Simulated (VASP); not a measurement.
Here is the system:

```yaml
crystal:
  lattice:
    - [3.08788, 0.00000, 0.00000]
    - [-1.54394, 2.67418, 0.00000]
    - [0.00000, 0.00000, 4.81547]
  atoms:
    - { symbol: Hf, position: [0.66667, 0.33333, 0.50000] }
    - { symbol: Ti, position: [0.33333, 0.66667, 0.00000] }
```

These are r2SCAN meta-GGA with spin-orbit coupling, VASP's PBE PAW potentials (set 64) (plane waves; VASP) values and carry that method's errors. Numerical set-up: 400 eV cut-off, 12×12×7 Γ-centred mesh, Gaussian smearing of 0.050 eV, potentials Hf_pv Ti_sv.

Task: Estimate the energy per atom (σ→0), band gap (over mesh and band path) with the smallest direct gap where there is one.

Result: 
- band gap (over mesh and band path): none (metal, semimetal or under 0.01 eV)
- energy per atom (σ→0): -29.334 eV/atom

Total energies compare only between runs with the same potentials, cut-off and functional.

The structure comes from a computed database's HfTi entry (P-6m2); how it stands against other phases isn't given here. It was relaxed first.
